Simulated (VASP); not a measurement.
An input for Quantum ESPRESSO's pw.x (written as the equivalent of a VASP run, and not itself run):

```
&CONTROL
  calculation = 'vc-relax'
  pseudo_dir = './pseudo'
  outdir = './out'
  tprnfor = .true.
  tstress = .true.
  nstep = 40
  forc_conv_thr = 0.00078
/
&SYSTEM
  ibrav = 0
  nat = 2
  ntyp = 2
  ecutwfc = 88
  occupations = 'smearing'
  smearing = 'gaussian'
  degauss = 0.003675
  input_dft = 'pz'
/
&ELECTRONS
  conv_thr = 7.3e-08
  electron_maxstep = 100
/
&IONS
/
&CELL
  press = 200
/
ATOMIC_SPECIES
  Be 9.012 Be.upf
  Te 127.600 Te.upf
CELL_PARAMETERS angstrom
     0.0000000    2.5949417    2.5949417
     2.5949417    0.0000000    2.5949417
     2.5949417    2.5949417    0.0000000
ATOMIC_POSITIONS crystal
  Be   0.0000000  1.0000000  1.0000000
  Te   0.2500000  0.2500000  0.2500000
K_POINTS automatic
  9 9 9 0 0 0
```

Problem. Translate this input to VASP (INCAR, KPOINTS, POSCAR, choice of POTCAR).

Solution. Several could match; the one computed here: 
### KPOINTS
```
kpoints
0
G
9 9 9
0 0 0
```

POSCAR:
```
BeTe
1
    0.0000000000     2.5949416815     2.5949416815
    2.5949416815     0.0000000000     2.5949416815
    2.5949416815     2.5949416815     0.0000000000
Be Te
1 1
Direct
  0.0000000000   1.0000000000   1.0000000000
  0.2500000000   0.2500000000   0.2500000000
```

INCAR:
```
SYSTEM = BeTe
PREC = Accurate
ENCUT = 500
EDIFF = 1E-6
NELM = 100
ALGO = Normal
LREAL = .FALSE.
LASPH = .TRUE.
ISMEAR = 0
SIGMA = 0.05
LMAXMIX = 4
LWAVE = .FALSE.
LCHARG = .FALSE.
IBRION = 2
ISIF = 3
NSW = 40
EDIFFG = -0.02
PSTRESS = 200
```

POTCAR, in this order: Be Te (LDA.64 set). Program: vasp_std.

The two are equivalent in intent, not identical: the potentials are each code's own (VASP's PAW set, PseudoDojo norm-conserving files in pw.x), so ENCUT and ecutwfc are chosen apart and not converted; conv_thr bounds pw.x's estimated SCF error, while EDIFF bounds the energy change between steps; forc_conv_thr acts on force components and is met together with etot_conv_thr.

The compound is BeTe in the zinc blende structure. It was relaxed first under an external pressure of 20 GPa.
